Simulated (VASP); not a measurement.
These are LDA (Ceperley-Alder, Perdew-Zunger), VASP's LDA PAW potentials (set 64) (plane waves; VASP) values and carry that method's errors.

Input for VASP

File POSCAR:
```
P
1
    1.6811860261    -4.7377157914     0.0000000000
    1.6811860261     4.7377157914    -0.0000000000
    0.0000000000     0.0000000000     3.5786029194
P
4
Direct
  0.1150479855   0.8849520145   0.9522859206
  0.3849520145   0.6150479855   0.4522859206
  0.6150479855   0.3849520145   0.5477140794
  0.8849520145   0.1150479855   0.0477140794
```

INCAR:
```
! general
SYSTEM  = P
PREC    = Accurate
ENCUT   = 500
LREAL   = .FALSE.
LASPH   = .TRUE.

! electronic loop
EDIFF   = 1E-6
NELM    = 100
ALGO    = Normal

! smearing
ISMEAR  = 1
SIGMA   = 0.1

! ions
IBRION  = 2
NSW     = 40
ISIF    = 3
EDIFFG  = -0.02
PSTRESS = 100

! output
LWAVE   = .FALSE.
LCHARG  = .FALSE.
```

File KPOINTS:
```
Automatic mesh
0
Gamma
10 10 9
0 0 0
```

POTCAR, in this order: P (LDA.64 set). Program: vasp_std.

Q: What will the output report for the number of irreducible k-points (NKPTS), largest plane-wave count, number of space-group operations, FFT grid (NGX, NGY, NGZ)?

A: 
| Item | Value |
|---|---|
| number of irreducible k-points (NKPTS) | 155 |
| largest plane-wave count | 1469 |
| number of space-group operations | 8 |
| FFT grid (NGX, NGY, NGZ) | 40 × 40 × 28 |

The compound is P in the black structure. This run relaxes it under an external pressure of 10 GPa. Symmetry was kept, so distortions that lower it aren't found.
